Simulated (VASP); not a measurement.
Given:

```
CELL_PARAMETERS angstrom
      4.14736     0.00000     0.00000
      0.00000     4.14736     0.00000
      0.00000     0.00000     5.42877
ATOMIC_POSITIONS crystal
  N  0.90428 0.90428 0.00000
  N  0.09572 0.09572 0.00000
  N  0.59572 0.40428 0.50000
  N  0.40428 0.59572 0.50000
```

Computed with PBEsol GGA, VASP's PBE PAW potentials (set 64) (plane waves; VASP). Settings: 400 eV cut-off, 6×6×4 Γ-centred mesh, Gaussian smearing of 0.010 eV, potentials N.

### Question
Give the energies of bands 3 to 13 at the high-symmetry points, in eV from the valence-band maximum.

### Answer

| band | Γ | X | M | Z | R | A |
|---|---|---|---|---|---|---|
| 3 | -3.49 | -3.70 | -3.85 | -3.48 | -3.72 | -3.83 |
| 4 | -3.49 | -3.70 | -3.85 | -3.48 | -3.72 | -3.83 |
| 5 | -1.92 | -1.59 | -1.73 | -1.75 | -1.72 | -1.76 |
| 6 | -1.39 | -1.59 | -1.73 | -1.75 | -1.72 | -1.76 |
| 7 | -1.39 | -1.58 | -1.53 | -1.41 | -1.39 | -1.57 |
| 8 | -1.30 | -1.58 | -1.53 | -1.41 | -1.39 | -1.57 |
| 9 | -0.92 | -0.21 | -0.03 | -0.40 | -0.26 | 0.00 |
| 10 | -0.19 | -0.21 | -0.03 | -0.40 | -0.26 | 0.00 |
| 11 | 6.73 | 7.68 | 7.48 | 7.12 | 7.36 | 7.50 |
| 12 | 7.53 | 7.68 | 7.48 | 7.12 | 7.36 | 7.50 |
| 13 | 7.88 | 7.69 | 8.37 | 7.87 | 7.96 | 8.37 |

The gap is indirect, 6.73 eV, from the valence maximum at A to the conduction minimum at Γ.

The structure comes from a computed database's N2 entry (P4_2/mnm); how it stands against other phases isn't given here. The cell was not relaxed at this level.
